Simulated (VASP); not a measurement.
Consider the following.

```xyz
4
Lattice="2.4642 -4.0818 0.0000 2.4642 4.0818 0.0000 0.0000 0.0000 4.8202" Properties=species:S:1:pos:R:3 pbc="T T T"
Ga     2.4642     2.8058     4.4151
Ga     2.4642     1.2759     2.0050
Ga     2.4642    -1.2759     2.8152
Ga     2.4642    -2.8058     0.4051
```

Calculation: vdW-DF2, VASP's PBE PAW potentials (set 64) (plane waves; VASP). Settings: 520 eV cut-off, Gaussian smearing of 0.050 eV, potentials Ga_d.

Question: Give the energies of bands 21 to 30 at the high-symmetry points, in eV from the Fermi level.

Answer: 
```csv
band,Γ,Y,C0,Z,A0,T,S,R
21,-9.66,-8.28,-7.62,-8.12,-6.29,-6.83,-7.68,-6.65
22,-4.40,-6.41,-6.97,-8.12,-6.29,-6.83,-7.68,-6.65
23,-3.37,-4.75,-5.89,-1.61,-5.63,-4.94,-3.56,-5.53
24,-2.78,-2.45,-1.61,-1.61,-5.63,-4.94,-3.56,-5.53
25,-1.20,-2.06,-0.59,0.07,-2.57,-0.96,-0.84,-1.02
26,-0.33,-0.93,-0.28,0.07,-2.57,-0.96,-0.84,-1.02
27,0.61,1.23,-0.24,0.21,3.24,-0.79,0.84,0.45
28,1.00,1.54,0.92,0.21,3.24,-0.79,0.84,0.45
29,1.22,2.17,2.15,1.92,4.04,5.33,3.23,5.65
30,3.79,3.41,2.19,1.92,4.04,5.33,3.23,5.65
```

It has no gap at this level: it comes out as a metal or semimetal.

The compound is Ga in the alpha structure. It was relaxed first, which changed the volume by +24 %.
